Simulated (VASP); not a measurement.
Input of a VASP 6.6.1 run:

Contents of INCAR:

```
  PREC = Accurate
  ENCUT = 520
  EDIFF = 1E-7
  ISMEAR = 1
  SIGMA = 0.2
  LREAL = False
  LASPH = True
  NELM = 80
  ALGO = Fast
  ISIF = 2
  LWAVE = False
  LCHARG = False
  GGA = PE
```

KPOINTS

```
Automatic mesh
0
Gamma
  18 18 18
```

POSCAR

```
Rh                                      
1.0
    0.0000000000      1.8757318062      1.8757318062
    1.8757318062      0.0000000000      1.8757318062
    1.8757318062      1.8757318062      0.0000000000
  Rh            
     1
Direct
     0.0000000000000000    0.0000000000000000    0.0000000000000000
```

Potentials or basis: VASP PAW PBE potentials, release 64 (Rh_pv).

Launch:

```bash
$ cat potpaw_PBE.64/Rh_pv/POTCAR > POTCAR
$ mpirun -np 1 vasp_std > vasp.out
```

Question: Estimate the pressure.

Answer: 18.8 GPa.

Question: Predict the band gap on the k mesh.

Answer: None (metal or under the smearing width).

Caveat: so large a pressure means that the cell lies far from this level's equilibrium, or that cutoff or potentials fall short.
